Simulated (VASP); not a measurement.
Input:

```
HgS
1.0
    0.00000     2.90742     2.90742
    2.90742     0.00000     2.90742
    2.90742     2.90742     0.00000
Hg S
1 1
Direct
  0.00000   0.00000   0.00000
  0.25000   0.25000   0.25000
```

Method: PBE0 hybrid, VASP's PBE PAW potentials (set 64) (plane waves; VASP 6.6.1). Settings: 520 eV cut-off, 6×6×6 Γ-centred mesh, Gaussian smearing of 0.050 eV, potentials Hg S.

Unless said otherwise, spin-orbit coupling is left out, though it shifts the bands of the heavy elements here.

Task: Estimate the energy per atom (σ→0), pressure, band gap (on the k-mesh) with the smallest direct gap where there is one.

Result: 
```json
{
 "band gap (on the k-mesh)": "1.07 eV",
 "smallest direct gap (on the k-mesh)": "1.07 eV",
 "energy per atom (σ→0)": "-3.195 eV/atom",
 "pressure": "3.91 GPa"
}
```

The compound is HgS in the zinc blende structure, metacinnabar; cinnabar is the stable form. This cell is one point of a volume scan, at 0.91 of the reference volume. The cell's shape comes from a PBE relaxation.
